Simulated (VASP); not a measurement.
Data:

```xyz
2
Lattice="0.0000 3.2300 3.2300 3.2300 0.0000 3.2300 3.2300 3.2300 0.0000" Properties=species:S:1:pos:R:3 pbc="T T T"
Hg     0.0000     0.0000     0.0000
Te     1.6150     1.6150     1.6150
```

Calculation: PBE GGA with D3 dispersion (Becke-Johnson damping), VASP's PBE PAW potentials (set 64) (plane waves; VASP). Numerical set-up: 520 eV cut-off, 7×7×7 Γ-centred mesh, Gaussian smearing of 0.050 eV, potentials Hg Te.

Energy and stress use the plane-wave basis of the starting cell.

Task: The ions, cell shape and volume are relaxed. Predict the relaxed structure.

Result: 
```xyz
2
Lattice="0.0000 3.2752 3.2752 3.2752 0.0000 3.2752 3.2752 3.2752 0.0000" Properties=species:S:1:pos:R:3 pbc="T T T"
Hg     0.0000     0.0000     0.0000
Te     1.6376     1.6376     1.6376
```
Space group F-43m (216), at a tolerance of 0.03 Å.

Task: How do energy and volume change from the first to the last step?

Result: The energy (σ→0) changes by -7.9 meV/atom and the volume by +4.3 %, in 3 ionic steps.

The compound is HgTe in the zinc blende structure. This run relaxes it. Symmetry was kept, so distortions that lower it aren't found.
